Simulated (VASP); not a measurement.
An input for Ansatz (written as the equivalent of a VASP run, and not itself run):

Ansatz 0.2 input:
```yaml
crystal:
  lattice:
    - [0.0000000, 2.2136093, 2.2136093]
    - [2.2136093, 0.0000000, 2.2136093]
    - [2.2136093, 2.2136093, 0.0000000]
  atoms:
    - { symbol: Nb, position: [0.0000000, 0.0000000, 0.0000000] }
    - { symbol: C, position: [0.5000000, 0.5000000, 0.5000000] }
kpoints:
  mp_grid: { grid: [14, 14, 14] }
hamiltonian:
  xc: lda
  pseudopotentials: { kind: paw }
scf:
  occupations: { method: methfessel_paxton, width: 0.1 }
  max_iter: 100
relax:
  max_steps: 40
  f_tol: 0.02
  cell: { p_target: 5 }
output: { forces: true, stress: true, eigenvalues: true }
```

Q: Write the VASP files for the same calculation (LDA).

A: One answer among several that fit: 
KPOINTS:
```
Automatic
0
G
14 14 14
```

INCAR:
```
SYSTEM = NbC
PREC = Accurate; ENCUT = 620; LREAL = F
LASPH = T
EDIFF = 1E-6; NELM = 100; ALGO = Normal
LMAXMIX = 4
ISMEAR = 1; SIGMA = 0.1
IBRION = 2; NSW = 40; ISIF = 3
EDIFFG = -0.02; PSTRESS = 50
LWAVE = F; LCHARG = F
```

POSCAR:
```
NbC
1
    0.0000000000     2.2136093099     2.2136093099
    2.2136093099     0.0000000000     2.2136093099
    2.2136093099     2.2136093099     0.0000000000
Nb C
1 1
Direct
  0.0000000000   0.0000000000   0.0000000000
  0.5000000000   0.5000000000   0.5000000000
```

POTCAR, in this order: Nb_sv C (LDA.64 set). Program: vasp_std.

Limits of the translation: each code has its own PAW files, so the cut-off isn't converted (ENCUT is set for VASP's; basis.ecutwfc is left out, and Ansatz then takes the one that its files recommend); Ansatz stops its SCF on the density residual and VASP on the energy change (EDIFF); Ansatz's lda is the Perdew-Wang form, while the LDA potentials of VASP carry Perdew-Zunger's.

The compound is NbC in the rock salt structure. This run relaxes it under an external pressure of 5 GPa. Symmetry was kept, so distortions that lower it aren't found.
